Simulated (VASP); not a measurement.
Ge, 2 atoms in the cell. The structure is cubic, space group Fd-3m (No. 227). The conventional cell has a = 5.660 Å, b = 5.660 Å, c = 5.660 Å, α = 90.00°, β = 90.00°, γ = 90.00°. Ge (site symmetry -43m) is surrounded by 4 Ge at 2.45 Å.  The cell isn't the ideal one: a relaxed cell with its volume scaled by 0.98.

| Property | Result |
| --- | --- |
| Program | VASP 6.6.1 |
| Task | relaxation of the atoms |
| Functional | PBE |
| Dispersion | D3(BJ) |
| Potentials or basis | VASP PAW PBE potentials, release 64 (Ge_d) |
| Cutoff | 600 eV |
| k mesh | 10 × 10 × 10 |
| Occupations | gaussian, width 0.03 eV |
| Spin | no spin polarisation |
| Further INCAR settings | ALGO = Normal; EDIFF = 1e-07; IBRION = 2; EDIFFG = -0.01; NSW = 40 |

Potentials or basis: VASP PAW PBE potentials, release 64 (Ge_d).

Launch:

```sh
$ cat potpaw_PBE.64/Ge_d/POTCAR > POTCAR
$ mpirun -np 1 vasp_std > vasp.out
```

Hardware: 1 thread of AMD EPYC 7R13 Processor (Zen 3), on a shared host.

Q: Estimate the wall time of this run.

A: Wall time 38 s on 1 thread of AMD EPYC 7R13 Processor (Zen 3) (shared host), peak memory 0.17 GiB. Counts: scf iterations 12, k points 47, ion steps 1.
